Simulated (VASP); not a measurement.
# ZrOs (Pm-3m) in VASP: further runs

One crystal, ZrOs, is run at these levels: LDA; tasks: single point, relaxation of cell and atoms.

Program: VASP 6.6.1. These are calculated values, not measurements. Logs are shortened: lines on timing, memory, paths and dates and some standing lists are left out, and cuts for length are marked.

## 1. The undisturbed crystal

Symmetry: Pm-3m, No. 221, cubic system. The conventional cell has a = 3.227 Å, b = 3.227 Å, c = 3.227 Å, α = 90.00°, β = 90.00°, γ = 90.00°. Around Zr (site symmetry m-3m) lie 8 Os at 2.79 Å. Os (site symmetry m-3m) has 8 Zr at 2.79 Å as nearest neighbours.

## 2. Single point, LDA (cell and atoms relaxed tightly for response)

INCAR reads:

```
SYSTEM = ZrOs
  PREC = Accurate
  ENCUT = 520
  EDIFF = 1E-7
  ISMEAR = -1
  SIGMA = 0.15
  LREAL = .FALSE.
  LASPH = .TRUE.
  NELM = 60
  ALGO = Fast
  ISIF = 2
  LWAVE = .FALSE.
  LCHARG = .FALSE.
  GGA = CA
  NBANDS = 17
```

KPOINTS reads:

```
Automatic mesh
0
G
  14 14 14
  0 0 0
```

POSCAR reads:

```
ZrOs
1.0
    3.2260351216      0.0000000000      0.0000000000
    0.0000000000      3.2260351216      0.0000000000
    0.0000000000      0.0000000000      3.2260351216
Zr Os
1 1
Direct
    0.5000000000      0.5000000000      0.5000000000
    0.0000000000      0.0000000000      0.0000000000
```

Potentials or basis: VASP PAW LDA potentials, release 64 (Zr_sv, Os).

Run with:

```bash
$ cat potpaw_LDA.64/Zr_sv/POTCAR potpaw_LDA.64/Os/POTCAR > POTCAR
$ mpirun -np 1 vasp_std > vasp.out
```

OUTCAR:

```text
SYSTEM = ZrOs
   PREC = Accurate
   ENCUT = 520
   EDIFF = 1E-7
   ISMEAR = -1
   LREAL = .FALSE.
   LASPH = .TRUE.
   NELM = 60
   ISIF = 2
   GGA = CA

 ion  position               nearest neighbor table
   1  0.500  0.500  0.500-   2 2.79   2 2.79   2 2.79   2 2.79   2 2.79   2 2.79   2 2.79   2 2.79

   2  0.000  0.000  0.000-   1 2.79   1 2.79   1 2.79   1 2.79   1 2.79   1 2.79   1 2.79   1 2.79

  LATTYP: Found a simple cubic cell.
 ALAT       =     3.2260351216

  Lattice vectors:

 A1 = (   3.2260351216,   0.0000000000,   0.0000000000)
 A2 = (   0.0000000000,   3.2260351216,   0.0000000000)
 A3 = (   0.0000000000,   0.0000000000,   3.2260351216)

Analysis of symmetry for initial positions (statically):
=====================================================================
 Subroutine PRICEL returns:
 Original cell was already a primitive cell.

 Routine SETGRP: Setting up the symmetry group for a
 simple cubic supercell.

 Subroutine GETGRP returns: Found 48 space group operations
 (whereof 48 operations were pure point group operations)
 out of a pool of 48 trial point group operations.

The static configuration has the point symmetry O_h .

Analysis of symmetry for dynamics (positions and initial velocities):
=====================================================================
 Subroutine PRICEL returns:
 Original cell was already a primitive cell.

 Routine SETGRP: Setting up the symmetry group for a
 simple cubic supercell.

 Subroutine GETGRP returns: Found 48 space group operations
 (whereof 48 operations were pure point group operations)
 out of a pool of 48 trial point group operations.

The dynamic configuration has the point symmetry O_h .

 Subroutine INISYM returns: Found 48 space group operations
 (whereof 48 operations are pure point group operations),
 and found     1 'primitive' translations

----------------------------------------------------------------------------------------

                                     Primitive cell

  volume of cell :      33.5743

  direct lattice vectors                    reciprocal lattice vectors
     3.226035122  0.000000000  0.000000000     0.309978026  0.000000000  0.000000000
     0.000000000  3.226035122  0.000000000     0.000000000  0.309978026  0.000000000
     0.000000000  0.000000000  3.226035122     0.000000000  0.000000000  0.309978026

  length of vectors
     3.226035122  3.226035122  3.226035122     0.309978026  0.309978026  0.309978026

  position of ions in fractional coordinates (direct lattice)
     0.500000000  0.500000000  0.500000000
     0.000000000  0.000000000  0.000000000

  ion indices of the primitive-cell ions
   primitive index   ion index
                 1           1
                 2           2

----------------------------------------------------------------------------------------

 KPOINTS: Automatic mesh

Automatic generation of k-mesh.
 Grid dimensions read from file:
 generate k-points for:   14   14   14

 Generating k-lattice:

  Cartesian coordinates                     Fractional coordinates (reciprocal lattice)
     0.022141288  0.000000000  0.000000000     0.071428571  0.000000000  0.000000000
     0.000000000  0.022141288  0.000000000     0.000000000  0.071428571  0.000000000
     0.000000000  0.000000000  0.022141288     0.000000000  0.000000000  0.071428571

  Length of vectors
     0.022141288  0.022141288  0.022141288

  Shift w.r.t. Gamma in fractional coordinates (k-lattice)
     0.000000000  0.000000000  0.000000000

 Subroutine IBZKPT returns following result:
 ===========================================

 Found    120 irreducible k-points:

 Following reciprocal coordinates:
            Coordinates               Weight
  0.000000  0.000000  0.000000      1.000000
  0.071429  0.000000  0.000000      6.000000
  0.142857  0.000000  0.000000      6.000000
  0.214286  0.000000  0.000000      6.000000
  0.285714  0.000000  0.000000      6.000000
  0.357143  0.000000  0.000000      6.000000
[... 16 lines left out ...]
  0.285714  0.214286  0.000000     24.000000
  0.357143  0.214286  0.000000     24.000000
 [... further k-points ...]
   k-points           NKPTS =    120   k-points in BZ     NKDIM =    120   number of bands    NBANDS=     17
   number of dos      NEDOS =    301   number of ions     NIONS =      2
   total plane-waves  NPLWV =  13824
   dimension x,y,z NGX =    24 NGY =   24 NGZ =   24
   dimension x,y,z NGXF=    48 NGYF=   48 NGZF=   48
   ions per type =               1   1
   NGX,Y,Z   is equivalent  to a cutoff of  12.37, 12.37, 12.37 a.u.
   NGXF,Y,Z  is equivalent  to a cutoff of  24.74, 24.74, 24.74 a.u.
 SYSTEM =  ZrOs
   PREC   = accura    normal or accurate (medium, high low for compatibility)
   ISTART =      0    job   : 0-new  1-cont  2-samecut
   ICHARG =      2    charge: 1-file 2-atom 10-const
   ISPIN  =      1    spin polarized calculation?
   LNONCOLLINEAR =      F non collinear calculations
   LSORBIT =      F    spin-orbit coupling
   LASPH  =      T    aspherical Exc in radial PAW
   ENCUT  =  520.0 eV  38.22 Ry    6.18 a.u.   6.00  6.00  6.00*2*pi/ulx,y,z
   NELM   =     60;   NELMIN=  2; NELMDL= -5     # of ELM steps
   EDIFF  = 0.1E-06   stopping-criterion for ELM
   LREAL  =      F    real-space projection
   EDIFFG = 0.1E-05   stopping-criterion for IOM
   NSW    =      0    number of steps for IOM
   IBRION =     -1    ionic relax: 0-MD 1-quasi-New 2-CG
   NFREE  =      0    steps in history (QN), initial steepest desc. (CG)
   ISIF   =      2    stress and relaxation
   ISYM   =      2    0-nonsym 1-usesym 2-fastsym
   POTIM  = 0.5000    time-step for ionic-motion
   TEBEG  =    0.0;   TEEND  =   0.0 temperature during run
   PSTRESS=    0.0 pullay stress
   NELECT =      20.0000    total number of electrons
   NUPDOWN=      -1.0000    fix difference up-down
   EMIN   =  10.00;   EMAX   =-10.00  energy-range for DOS
   EFERMI =   0.00;   METHOD = LEGACY
   ISMEAR =    -1;   SIGMA  =   0.15  broadening in eV -4-tet -1-fermi 0-gaus
   EFERMI_NEDOS =   21; number of points for ismear=-14 and -15
   IALGO  =     68    algorithm
   IMIX   =      4    mixing-type and parameters
     AMIX     =   0.40;   BMIX     =  1.00
     AMIX_MAG =   1.60;   BMIX_MAG =  1.00
  volume/ion in A,a.u.               =      16.79       113.29
  Fermi-wavevector in a.u.,A,eV,Ry     =   1.377471  2.603042 25.816046  1.897426
  Thomas-Fermi vector in A             =   2.502621
   LORBIT       =      0    0 simple, 1 ext, 2 COOP (PROOUT), +10 PAW based schemes
   GGA     = CA    functional components
   LHFCALC =     F    Hartree Fock is set to
   AEXX    =    0.0000 exact exchange contribution
   IVDW    =     0    specifies the selected vdW correction
   LEPSILON=     F    determine dielectric tensor
   LRPA    =     F    only Hartree local field effects (RPA)
 non-spin polarized calculation
 RMM-DIIS sequential band-by-band and
  energy-cutoff  :      520.00
  volume of cell :       33.57
 maximum number of plane-waves:       922
 NGX is ok and might be reduce to    24
   NGX = 11   NGY = 11   NGZ = 11

 number of electron      20.0000000 magnetization

 Free energy of the ion-electron system (eV)
  ---------------------------------------------------
  ext. energy  EPLUGINS =         0.00000000
  ---------------------------------------------------
  free energy    TOTEN  =       -23.09313058 eV

  energy without entropy =      -23.05493934  energy(sigma->0) =      -23.07403496

 E-fermi :  10.1048     XC(G=0): -13.0076

 val. band max:       10.0515013143   @ k =   0.4286   0.4286   0.0000
 cond. band min:      10.1105511266   @ k =   0.4286   0.1429   0.0000
 fundamental gap:      0.0590498123
 Fermi energy:        10.1047755979

 k-point     1 :       0.0000    0.0000    0.0000
  band No.  band energies     occupation
      1     -38.2665      2.00000
      2     -16.2678      2.00000
      3     -16.2678      2.00000
      4     -16.2678      2.00000
      5       2.0775      2.00000
      6       4.6996      2.00000
[... 9 lines left out ...]
     16      18.5212      0.00000
     17      18.5213      0.00000

 k-point     2 :       0.0714    0.0000    0.0000
  band No.  band energies     occupation
      1     -38.2638      2.00000
      2     -16.2990      2.00000
      3     -16.2668      2.00000
      4     -16.2668      2.00000
      5       2.1951      2.00000
      6       4.7534      2.00000
[... 9 lines left out ...]
     16      18.1680      0.00000
     17      19.1430      0.00000

 k-point     3 :       0.1429    0.0000    0.0000
  band No.  band energies     occupation
      1     -38.2561      2.00000
      2     -16.3854      2.00000
      3     -16.2640      2.00000
      4     -16.2640      2.00000
      5       2.5381      2.00000
      6       4.9130      2.00000
[... 9 lines left out ...]
     16      17.2939      0.00000
     17      20.4446      0.00000

 k-point     4 :       0.2143    0.0000    0.0000
  band No.  band energies     occupation
      1     -38.2449      2.00000
      2     -16.5079      2.00000
      3     -16.2599      2.00000
      4     -16.2599      2.00000
      5       3.0775      2.00000
      6       5.1717      2.00000
[... 9 lines left out ...]
     16      16.3237      0.00000
     17      21.9844      0.00000
[... 343 lines left out ...]
      1     -38.2256      2.00000
      2     -16.5083      2.00000
      3     -16.4536      2.00000
      4     -16.2451      2.00000
      5       3.8021      2.00000
      6       5.5582      2.00000
[... 9 lines left out ...]
     16      17.8184      0.00000
     17      20.2090      0.00000

 k-point    23 :       0.2857    0.2143    0.0000
  band No.  band energies     occupation
      1     -38.2145      2.00000
      2     -16.6088      2.00000
      3     -16.4605      2.00000
      4     -16.2366      2.00000
      5       4.2320      2.00000
      6       5.7245      2.00000
[... 9 lines left out ...]
     16      17.1283      0.00000
     17      20.8679      0.00000

 k-point    24 :       0.3571    0.2143    0.0000
  band No.  band energies     occupation
      1     -38.2045      2.00000
      2     -16.7140      2.00000
      3     -16.4500      2.00000
      4     -16.2290      2.00000
      5       4.6321      2.00000
      6       5.8536      2.00000
[... 9 lines left out ...]
     16      16.3890      0.00000
     17      21.7533      0.00000

 [... further k-points ...]

------------------------ aborting loop because EDIFF is reached ----------------------------------------

  FORCE on cell =-STRESS in cart. coord.  units (eV):
  Direction    XX          YY          ZZ          XY          YZ          ZX
  --------------------------------------------------------------------------------------
  -------------------------------------------------------------------------------------
  Total        0.0887457      0.0887457      0.0887457      0.0000000      0.0000000     -0.0000000
  in kB        4.2349718      4.2349718      4.2349718      0.0000000      0.0000000     -0.0000000
  external PRESSURE =       4.2349718 kB  Pullay stress =       0.0000000 kB

 VOLUME and BASIS-vectors are now :
 -----------------------------------------------------------------------------
  energy-cutoff  :      520.00
  volume of cell :       33.57
      direct lattice vectors                 reciprocal lattice vectors
     3.226035122  0.000000000  0.000000000     0.309978026  0.000000000  0.000000000
     0.000000000  3.226035122  0.000000000     0.000000000  0.309978026  0.000000000
     0.000000000  0.000000000  3.226035122     0.000000000  0.000000000  0.309978026

 POSITION                                       TOTAL-FORCE (eV/Angst)
 -----------------------------------------------------------------------------------
      1.61302      1.61302      1.61302         0.000000      0.000000      0.000000
      0.00000      0.00000      0.00000         0.000000      0.000000      0.000000
 -----------------------------------------------------------------------------------
    total drift:                                0.000000     -0.000000     -0.000000

  FREE ENERGIE OF THE ION-ELECTRON SYSTEM (eV)
  ---------------------------------------------------
  free  energy   TOTEN  =       -23.0931305756 eV

  energy  without entropy=      -23.0549393418  energy(sigma->0) =      -23.07403496
```

Run time: 44 s. Hardware: 1 thread of Intel Xeon 6975P-C (Granite Rapids), shared host; peak memory 0.17 GiB.

Results:

| Quantity | Value |
| --- | --- |
| Free energy | -23.0931 eV |
| Pressure | 0.4 GPa |
| Band gap on the k mesh | none (metal or under the smearing width) |

Levels at points of the mesh, in eV from the Fermi level:
```tsv
k point	band 7	band 8	band 9	band 10	band 11	band 12	band 13	band 14
(0.00, 0.00, 0.00)	-5.41	-1.63	-1.63	-1.63	2.21	2.21	5.44	5.44
(0.50, 0.00, 0.00)	-3.49	-1.68	-1.68	-1.21	-0.68	1.01	1.01	1.14
(0.50, 0.50, 0.00)	-3.43	-3.43	0.54	0.64	1.45	1.45	2.92	5.27
(0.50, 0.50, 0.50)	-2.88	-2.17	-2.17	-2.17	0.64	0.64	4.15	5.46
```

## 3. Relaxation of cell and atoms, LDA (cell and atoms relaxed tightly for response)

INCAR reads:

```
SYSTEM = ZrOs
PREC = Accurate ; ENCUT = 600
EDIFF = 1E-6 ; ISMEAR = -1
SIGMA = 0.15 ; LREAL = .False.
LASPH = .True. ; NELM = 100
ALGO = Fast ; ISIF = 3
LWAVE = .False. ; LCHARG = .False.
GGA = CA ; IBRION = 2
NSW = 80 ; EDIFFG = -0.001
```

KPOINTS reads:

```
regular mesh
0
Gamma
  14 14 14
  0 0 0
```

POSCAR reads:

```
ZrOs
1.0
    3.2266863382      0.0000000000      0.0000000000
    0.0000000000      3.2266863382      0.0000000000
    0.0000000000      0.0000000000      3.2266863382
Zr Os
1 1
Direct
    0.5000000000      0.5000000000      0.5000000000
    0.0000000000      0.0000000000      0.0000000000
```

Potentials or basis: VASP PAW LDA potentials, release 64 (Zr_sv, Os).

Run with:

```bash
$ cat potpaw_LDA.64/Zr_sv/POTCAR potpaw_LDA.64/Os/POTCAR > POTCAR
$ mpirun -np 1 vasp_std > vasp.out
```

OUTCAR:

```text
SYSTEM = ZrOs
   PREC = Accurate
   ENCUT = 600
   EDIFF = 1E-6
   ISMEAR = -1
   LREAL = .False.
   LASPH = .True.
   NELM = 100
   ISIF = 3
   GGA = CA
   IBRION = 2
   NSW = 80
   EDIFFG = -0.001

 ion  position               nearest neighbor table
   1  0.500  0.500  0.500-   2 2.79   2 2.79   2 2.79   2 2.79   2 2.79   2 2.79   2 2.79   2 2.79

   2  0.000  0.000  0.000-   1 2.79   1 2.79   1 2.79   1 2.79   1 2.79   1 2.79   1 2.79   1 2.79

  LATTYP: Found a simple cubic cell.
 ALAT       =     3.2266863382

  Lattice vectors:

 A1 = (   3.2266863382,   0.0000000000,   0.0000000000)
 A2 = (   0.0000000000,   3.2266863382,   0.0000000000)
 A3 = (   0.0000000000,   0.0000000000,   3.2266863382)

Analysis of symmetry for initial positions (statically):
=====================================================================
 Subroutine PRICEL returns:
 Original cell was already a primitive cell.

 Routine SETGRP: Setting up the symmetry group for a
 simple cubic supercell.

 Subroutine GETGRP returns: Found 48 space group operations
 (whereof 48 operations were pure point group operations)
 out of a pool of 48 trial point group operations.

The static configuration has the point symmetry O_h .

Analysis of symmetry for dynamics (positions and initial velocities):
=====================================================================
 Subroutine PRICEL returns:
 Original cell was already a primitive cell.

 Routine SETGRP: Setting up the symmetry group for a
 simple cubic supercell.

 Subroutine GETGRP returns: Found 48 space group operations
 (whereof 48 operations were pure point group operations)
 out of a pool of 48 trial point group operations.

The dynamic configuration has the point symmetry O_h .

 Subroutine INISYM returns: Found 48 space group operations
 (whereof 48 operations are pure point group operations),
 and found     1 'primitive' translations

----------------------------------------------------------------------------------------

                                     Primitive cell

  volume of cell :      33.5947

[... 136 lines left out ...]
  ---------------------------------------------------
  free energy    TOTEN  =       -23.09511029 eV

  energy without entropy =      -23.05691069  energy(sigma->0) =      -23.07601049

------------------------ aborting loop because EDIFF is reached ----------------------------------------

  FORCE on cell =-STRESS in cart. coord.  units (eV):
  Direction    XX          YY          ZZ          XY          YZ          ZX
  --------------------------------------------------------------------------------------
  -------------------------------------------------------------------------------------
  Total        0.0754006      0.0754006      0.0754006     -0.0000000      0.0000000     -0.0000000
  in kB        3.5959615      3.5959615      3.5959615     -0.0000000      0.0000000     -0.0000000
  external PRESSURE =       3.5959615 kB  Pullay stress =       0.0000000 kB
[... 275 lines left out ...]
--------------------------------------- Ionic step        9  -------------------------------------------

 number of electron      20.0000000 magnetization

 Free energy of the ion-electron system (eV)
  ---------------------------------------------------
  ext. energy  EPLUGINS =         0.00000000
  ---------------------------------------------------
  free energy    TOTEN  =       -23.09516827 eV

  energy without entropy =      -23.05693846  energy(sigma->0) =      -23.07605337

 E-fermi :  10.0755     XC(G=0): -12.9962

 val. band max:       10.0205938145   @ k =   0.5000   0.1429   0.0000
 cond. band min:      10.0842252910   @ k =   0.4286   0.1429   0.0000
 fundamental gap:      0.0636314765
 Fermi energy:        10.0754637526

 k-point     1 :       0.0000    0.0000    0.0000
  band No.  band energies     occupation
      1     -38.3005      2.00000
      2     -16.3024      2.00000
      3     -16.3024      2.00000
      4     -16.3024      2.00000
      5       2.0568      2.00000
      6       4.6864      2.00000
      7       4.6864      2.00000
      8       8.4516      1.99996
      9       8.4516      1.99996
     10       8.4516      1.99996
     11      12.2765      0.00000
     12      12.2765      0.00000
     13      15.5036      0.00000
     14      15.5036      0.00000
[... 377 lines left out ...]
      1     -38.2391      2.00000
      2     -16.7451      2.00000
      3     -16.4832      2.00000
      4     -16.2638      2.00000
      5       4.6095      2.00000
      6       5.8348      2.00000
      7       7.0104      2.00000
      8       7.4560      2.00000
      9       8.2050      1.99999
     10       8.3423      1.99998
     11      10.7369      0.02403
     12      11.2881      0.00062
     13      12.6679      0.00000
     14      12.7593      0.00000

 [... further k-points ...]

------------------------ aborting loop because EDIFF is reached ----------------------------------------

  FORCE on cell =-STRESS in cart. coord.  units (eV):
  Direction    XX          YY          ZZ          XY          YZ          ZX
  --------------------------------------------------------------------------------------
  -------------------------------------------------------------------------------------
  Total       -0.0006517     -0.0006517     -0.0006517      0.0000000     -0.0000000      0.0000000
  in kB       -0.0310307     -0.0310307     -0.0310307      0.0000000     -0.0000000      0.0000000
  external PRESSURE =      -0.0310307 kB  Pullay stress =       0.0000000 kB
[... 17 lines left out ...]
  FREE ENERGIE OF THE ION-ELECTRON SYSTEM (eV)
  ---------------------------------------------------
  free  energy   TOTEN  =       -23.0951682675 eV

  energy  without entropy=      -23.0569384644  energy(sigma->0) =      -23.07605337

 reached required accuracy - stopping structural energy minimisation
```

Wall time 2.8 min (1 thread of Intel Xeon 6975P-C (Granite Rapids), shared host); peak memory 0.2 GiB.

What came out:

```
Free energy                            : -23.0952 eV
Relaxed volume                         : 16.82 Å³/atom
Relaxed cell                           : a = 3.228 Å, b = 3.228 Å, c = 3.228 Å, α = 90.00°, β = 90.00°, γ = 90.00°
Space group after relaxing (to 0.05 Å) : Pm-3m (No. 221)
Energy gained by relaxing              : 0.0 meV/atom
Ionic steps                            : 9
Pressure after relaxing                : 0.0 GPa
Band gap on the k mesh                 : none (metal or under the smearing width)
```

Final structure:
```
CELL_PARAMETERS angstrom
3.22836 0.00000 0.00000
0.00000 3.22836 0.00000
0.00000 0.00000 3.22836
ATOMIC_POSITIONS crystal
Zr 0.50000 0.50000 0.50000
Os 0.00000 0.00000 0.00000
```

The run has no spin-orbit coupling, so splittings on Os are missing.
